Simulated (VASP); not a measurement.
These are PBEsol GGA, VASP's PBE PAW potentials (set 64) (plane waves; VASP) values and carry that method's errors.

A VASP calculation is set up with these files.

### KPOINTS
```
kpoints
0
gamma
  14 14 14
```

### INCAR
```
ENCUT = 400   ! plane-wave cut-off (eV)
GGA = PS   ! PBEsol
LREAL = F
LASPH = T   ! aspherical one-centre terms
PREC = Accurate
LCHARG = F
NSW = 30
LMAXMIX = 4
SIGMA = 0.1   ! width (eV)
ALGO = Normal   ! blocked Davidson
EDIFF = 1E-8
LWAVE = F
SYSTEM = In
EDIFFG = -0.001   ! ionic stop
ISMEAR = 1   ! Methfessel-Paxton
NELM = 100
ISIF = 2
IBRION = 1   ! quasi-Newton
```

File POSCAR:
```
In
1.0
 -1.6052835096   1.6052835096   2.4739251669
  1.6052835096  -1.6052835096   2.4739251669
  1.6052835096   1.6052835096  -2.4739251669
In
1
Direct
  0.0000000000   0.0000000000   0.0000000000
```

POTCAR, in this order: In_d (PBE.64 set). Program: vasp_std.

Unless said otherwise, spin-orbit coupling is left out, though it shifts the bands of the heavy elements here.

Problem. Predict the energy per atom (σ→0), band gap (on the k-mesh).

Solution. 
The energy per atom (σ→0) comes out as -2.987 eV/atom and the band gap (on the k-mesh) is none (metal, semimetal or under 0.01 eV).

### OSZICAR
```
...
DAV:   5    -0.303254334422E+01   -0.18865E-02   -0.18864E-02  5840   0.135E+00    0.240E+00
DAV:   6    -0.299484588501E+01    0.37697E-01   -0.73569E-02  5554   0.614E+00    0.114E+00
DAV:   7    -0.298772592696E+01    0.71200E-02   -0.19482E-02  5782   0.291E+00    0.293E-01
DAV:   8    -0.298704163732E+01    0.68429E-03   -0.75330E-04  5900   0.570E-01    0.268E-02
DAV:   9    -0.298704368603E+01   -0.20487E-05   -0.10321E-05  6798   0.406E-02    0.149E-02
DAV:  10    -0.298704419685E+01   -0.51082E-06   -0.99427E-07  6328   0.153E-02    0.517E-04
DAV:  11    -0.298704418830E+01    0.85490E-08   -0.25090E-08  4138   0.287E-03
   1 F= -.29870442E+01 E0= -.29870726E+01  d E =-.298704E+01
```

The compound is In in the bct structure. It was relaxed first. The start is the result of an earlier pass.
